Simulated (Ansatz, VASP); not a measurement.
# Pb (Lead): VASP beside Ansatz, part 2 of 2

One calculation is typed for both programs; each brings its own data sets and cutoff. How far apart do they land?

VASP 6.6.1 and Ansatz 0.2.0.

So far: The starting structure; VASP: band structure, LDA; Ansatz: band structure, LDA; Comparison; Ansatz: band structure, LDA, spin-orbit coupling.

### 6. VASP: band structure, LDA, spin-orbit coupling

Level of this step: LDA, spin-orbit coupling; plane waves and PAW (Pb_d) (VASP).

The same cell, functional (in two slightly different forms), mesh and smearing now go to VASP, with its own data sets and cutoff.

The input, INCAR:

```
SYSTEM = Pb
PREC = Accurate
ENCUT = 400
EDIFF = 1E-06
NELM = 100
ISMEAR = -1
SIGMA = 0.05
LREAL = .FALSE.
ALGO = Normal
GGA = CA
LNONCOLLINEAR = .TRUE.
MAGMOM = 0 0 0
NBANDS = 26
GGA_COMPAT = .FALSE.
LASPH = .TRUE.
LSORBIT = .TRUE.
LORBIT = 11
LWAVE = .FALSE.
LCHARG = .FALSE.
KPAR = 2
```

The input, POSCAR:

```
Pb
1.0
    0.0000000000      2.4750200000      2.4750200000
    2.4750200000      0.0000000000      2.4750200000
    2.4750200000      2.4750200000      0.0000000000
Pb
1
Direct
    0.0000000000      0.0000000000      0.0000000000
```

The input, KPOINTS:

```
Automatic mesh
0
Gamma
12 12 12
0 0 0
```

The input, KPOINTS_OPT:

```
Line mode
16
Line-mode
Reciprocal
  0.00000000   0.00000000   0.00000000 GAMMA
  0.50000000   0.00000000   0.50000000 X

  0.50000000   0.00000000   0.50000000 X
  0.50000000   0.25000000   0.75000000 W

  0.50000000   0.25000000   0.75000000 W
  0.37500000   0.37500000   0.75000000 K

  0.37500000   0.37500000   0.75000000 K
  0.00000000   0.00000000   0.00000000 GAMMA

  0.00000000   0.00000000   0.00000000 GAMMA
  0.50000000   0.50000000   0.50000000 L

  0.50000000   0.50000000   0.50000000 L
  0.62500000   0.25000000   0.62500000 U

  0.62500000   0.25000000   0.62500000 U
  0.50000000   0.25000000   0.75000000 W

  0.50000000   0.25000000   0.75000000 W
  0.50000000   0.50000000   0.50000000 L

  0.50000000   0.50000000   0.50000000 L
  0.37500000   0.37500000   0.75000000 K

  0.62500000   0.25000000   0.62500000 U
  0.50000000   0.00000000   0.50000000 X
```

PAW data sets: Pb_d (LDA family, release 64).

Run with:

```bash
$ mpirun -np 2 vasp_ncl
```

Numbers of over 12 decimals in the logs are rounded to 6 here.

The log of the run:

```text
[... set-up lines as in an earlier step ...]
 entering main loop
       N       E                     dE             d eps       ncg     rms          rms(c)
DAV:   1     0.140833133526E+03    0.14083E+03   -0.56630E+03  3794   0.108E+03
DAV:   2     0.604251243192E+01   -0.13479E+03   -0.12924E+03  3810   0.322E+02
DAV:   3    -0.444609688506E+01   -0.10489E+02   -0.10387E+02  4602   0.114E+02
DAV:   4    -0.478742145063E+01   -0.34132E+00   -0.34105E+00  4740   0.219E+01
[...]
DAV:   8    -0.479515457846E+01    0.15942E-03   -0.13029E-04  4668   0.129E-01    0.313E-02
DAV:   9    -0.479505129664E+01    0.10328E-03   -0.50622E-05  4874   0.133E-01    0.321E-03
DAV:  10    -0.479505109952E+01    0.19712E-06   -0.84132E-07  3814   0.135E-02
   1 F= -.47950511E+01 E0= -.47909265E+01  d E =-.824915E-02  mag=     0.0000     0.0000    -0.0000
 Start KPOINTS_OPT (optional k-point list driver)
k-point batch [1-72\160]
       N       E                     dE             ncg
DAV:   1     0.422159373734E+04   -0.19054E+05     3760
DAV:   2    -0.548705258697E+04   -0.97086E+04     3874
DAV:   3    -0.628938613445E+04   -0.80233E+03     4602
DAV:   4    -0.631619438727E+04   -0.26808E+02     4998
DAV:   5    -0.631744976962E+04   -0.12554E+01     5786
DAV:   6    -0.631746594806E+04   -0.16178E-01     5004
DAV:   7    -0.631746632870E+04   -0.38064E-03     5796
DAV:   8    -0.631746633273E+04   -0.40292E-05     3906
DAV:   9    -0.631746633312E+04   -0.38335E-06     3510
[...]
k-point batch [145-160\160]
       N       E                     dE             ncg
DAV:   1     0.271278977912E+05   -0.68306E+04      832
DAV:   2     0.249647165754E+05   -0.21632E+04      840
DAV:   3     0.248055369567E+05   -0.15918E+03     1032
DAV:   4     0.248004643883E+05   -0.50726E+01     1210
DAV:   5     0.248002680572E+05   -0.19633E+00     1296
DAV:   6     0.248002642750E+05   -0.37822E-02     1200
DAV:   7     0.248002642127E+05   -0.62270E-04     1294
DAV:   8     0.248002642120E+05   -0.69891E-06      846
```

Parts of OUTCAR (step 6):

```text
  Total       -0.3258194     -0.3258194     -0.3258194      0.0000000      0.0000000      0.0000000
  in kB      -17.2155706    -17.2155706    -17.2155706      0.0000000      0.0000000      0.0000000
  external PRESSURE =     -17.2155706 kB  Pullay stress =       0.0000000 kB

 POSITION                                       TOTAL-FORCE (eV/Angst)
 -----------------------------------------------------------------------------------
      0.00000      0.00000      0.00000         0.000000     -0.000000      0.000000
 -----------------------------------------------------------------------------------
    total drift:                               -0.000000      0.000000     -0.000000

  FREE ENERGIE OF THE ION-ELECTRON SYSTEM (eV)
  ---------------------------------------------------
  free  energy   TOTEN  =        -4.7950510995 eV

  energy  without entropy=       -4.7868019484  energy(sigma->0) =       -4.79092652

 magnetization (x)
# of ion       s       p       d       tot
------------------------------------------
    1       -0.000   0.000   0.000  -0.000

 magnetization (y)
# of ion       s       p       d       tot
------------------------------------------
    1       -0.000   0.000  -0.000  -0.000

 magnetization (z)
# of ion       s       p       d       tot
------------------------------------------
    1        0.000   0.000   0.000   0.000

[... 1 part as in an earlier step ...]

[... 2 further parts left out ...]
[key lines of the parts left out:]
E-fermi :   6.9586
```

The run ends at a pressure of -1.72 GPa.

### 7. Differences

What differs besides the data sets and the points named for the pairs above, as far as they apply: spin-orbit coupling enters by fully relativistic files in Ansatz and inside the spheres in VASP. Total energies have different zeros and are not compared.

The two programs side by side:

| quantity | Ansatz | VASP | difference |
| --- | --- | --- | --- |
| pressure (GPa) | -1.70 | -1.72 | +0.02 |

Levels from 3 eV below to 2 eV above the Fermi level differ by 43 meV r.m.s. and 71 meV at most; each VASP level is matched to the nearest of Ansatz, which flatters the figure a little. Ansatz's pressure holds a Pulay correction of 0.02 GPa; VASP's holds none.

### 8. Ansatz: single point, LDA, spin-orbit coupling

With cell and atoms fixed, the geometry can't cause a difference; cores, projectors, grids and the points listed under the comparison can.

The input, input.yaml:

```yaml
crystal:
  lattice:
    - [0.0, 2.47502, 2.47502]
    - [2.47502, 0.0, 2.47502]
    - [2.47502, 2.47502, 0.0]
  atoms:
    - { symbol: Pb, position: [0.0, 0.0, 0.0] }
hamiltonian:
  xc: lda
  pseudopotentials: { kind: paw_fr }
magnetization:
  noncollinear: true
  spin_orbit: true
kpoints:
  mp_grid: { grid: [12, 12, 12] }
scf:
  occupations: { method: tetrahedron }
output:
  forces: true
  stress: true
  write_density: true
  write_potential: true
  elf: true
  volumetric_format: npy
```

Run with:

```bash
$ ansatz run input.yaml --threads 2 --pin off --max-ram 4608MiB --backend cpu --events-out ev --progress --plain --runs-dir out
```

The log of the run:

```text
Warning: output.forces, output.stress, relax.cell or npt_langevin: where a Kohn–Sham band that disperses or a degenerate level is filled in part under the method tetrahedron, the forces or the stress that this run publishes need not agree with its energy (scf.occupations.method in the input reference, under Limitations); prefer a smearing scheme for the forces or the stress
[...]
k-point 1: bands = [... 10 lower, -1.0128, -1.0128, 14.9851, 14.9851, 17.7027, 17.7027, 18.6643, 18.6643, ... 4 higher]
  k-point 2: bands = [... 10 lower, -0.6135, -0.6135, 13.3025, 13.3025, 16.5168, 16.5168, 18.2222, 18.2222, ... 4 higher]
  k-point 71: bands = [... 10 lower, 3.9727, 3.9727, 8.4207, 8.4207, 9.6569, 9.6569, 10.9917, 10.9917, ... 4 higher]
[key lines of the parts left out:]
SCF converged after 7 iterations
Magnetization: |M| = 0.0000 μB,  M = (+0.0000, +0.0000, +0.0000) μB
Free energy (F): -11639.227281 eV
Fermi energy:    10.499831 eV
P = ⅓ Tr σ = -1.7961 GPa (-17.961 kbar)
```

It took 7 s on 2 threads of Arm Neoverse N1, shared host; peak memory 0.4 GiB.

The run ends at a pressure of -1.80 GPa.

### 9. VASP: single point, LDA, spin-orbit coupling

The same cell, functional (in two slightly different forms), mesh and smearing now go to VASP, with its own data sets and cutoff.

INCAR: that of step 6 with these lines changed.

```diff
@@ -5,3 +5,3 @@
 NELM = 100
-ISMEAR = -1
+ISMEAR = -5
 SIGMA = 0.05
@@ -20 +20,2 @@
 KPAR = 2
+NEDOS = 2001
```

POSCAR is that of step 6.

KPOINTS is that of step 6.

Run with:

```bash
$ mpirun -np 2 vasp_ncl
```

The log of the run:

```text
[... set-up lines as in an earlier step ...]
 entering main loop
       N       E                     dE             d eps       ncg     rms          rms(c)
DAV:   1     0.140815630959E+03    0.14082E+03   -0.56630E+03  3794   0.108E+03
DAV:   2     0.604246122160E+01   -0.13477E+03   -0.12932E+03  3810   0.323E+02
DAV:   3    -0.445137910798E+01   -0.10494E+02   -0.10395E+02  4602   0.114E+02
DAV:   4    -0.479250069427E+01   -0.34112E+00   -0.34094E+00  4740   0.219E+01
[...]
DAV:   8    -0.479988077458E+01    0.16608E-03   -0.13199E-04  4652   0.130E-01    0.320E-02
DAV:   9    -0.479977630899E+01    0.10447E-03   -0.51538E-05  4866   0.134E-01    0.322E-03
DAV:  10    -0.479977620791E+01    0.10108E-06   -0.86712E-07  3822   0.138E-02
   1 F= -.47997762E+01 E0= -.47997762E+01  d E =0.000000E+00  mag=    -0.0000     0.0000     0.0000
 -----------------------------------------------------------------------------
|                                                                             |
|           W    W    AA    RRRRR   N    N  II  N    N   GGGG   !!!           |
|           W    W   A  A   R    R  NN   N  II  NN   N  G    G  !!!           |
|           W    W  A    A  R    R  N N  N  II  N N  N  G       !!!           |
|           W WW W  AAAAAA  RRRRR   N  N N  II  N  N N  G  GGG   !            |
|           WW  WW  A    A  R   R   N   NN  II  N   NN  G    G                |
|           W    W  A    A  R    R  N    N  II  N    N   GGGG   !!!           |
|                                                                             |
|     Tetrahedron method does not include variations of the Fermi             |
|     occupations, so forces and stress will be inaccurate. We suggest        |
|     using a different smearing scheme ISMEAR = 1 or 2 for metals in         |
|     relaxations.                                                            |
|                                                                             |
 -----------------------------------------------------------------------------
```

From OUTCAR (step 9):

```text
  Total       -0.3469411     -0.3469411     -0.3469411     -0.0000000      0.0000000      0.0000000
  in kB      -18.3315951    -18.3315951    -18.3315951     -0.0000000      0.0000000      0.0000000
  external PRESSURE =     -18.3315951 kB  Pullay stress =       0.0000000 kB

 POSITION                                       TOTAL-FORCE (eV/Angst)
 -----------------------------------------------------------------------------------
      0.00000      0.00000      0.00000         0.000000     -0.000000     -0.000000
 -----------------------------------------------------------------------------------
    total drift:                                0.000000     -0.000000     -0.000000

  FREE ENERGIE OF THE ION-ELECTRON SYSTEM (eV)
  ---------------------------------------------------
  free  energy   TOTEN  =        -4.7997762079 eV

  energy  without entropy=       -4.7997762079  energy(sigma->0) =       -4.79977621

 magnetization (x)
# of ion       s       p       d       tot
------------------------------------------
    1       -0.000  -0.000   0.000  -0.000

 magnetization (y)
# of ion       s       p       d       tot
------------------------------------------
    1        0.000   0.000   0.000   0.000

[... 3 parts as in an earlier step ...]

[... 1 further part left out ...]
[key lines of the parts left out:]
E-fermi :   6.9622
```

With tetrahedra the forces and stress of a metal are not exact derivatives of the energy.

### 10. Side by side

Both answers:

| quantity | Ansatz | VASP | difference |
| --- | --- | --- | --- |
| pressure (GPa) | -1.80 | -1.83 | +0.04 |

Ansatz's pressure holds a Pulay correction of 0.02 GPa; VASP's holds none.

### 11. Summary of results

- r.m.s. difference of levels near the Fermi level (band structure, LDA): 7.5 meV
- r.m.s. difference of levels near the Fermi level (band structure, LDA, spin-orbit coupling): 43 meV
- difference in pressure (single point, LDA, spin-orbit coupling): 0.037 GPa

What this shows: The r.m.s. difference of levels near the Fermi level is 43 meV (band structure, LDA, spin-orbit coupling), within the 80 meV picked in this series as the mark of a large difference. 1 further run of this series is not shown here. How closely two codes agree says nothing of how well the functional describes the real material.

[Lines on the potential files, build, host, timing and source positions are cut from VASP's logs without a mark.]

[Logs are printed without paths, hosts, clocks, repeated set-up lines and the standing remarks that a program may print on its own settings, such as how far it seeks lower states.]

[Hosts, paths, dates, database ids (printed as entryN), source tags and the programs' standing remarks are cut or masked in the printed files.]
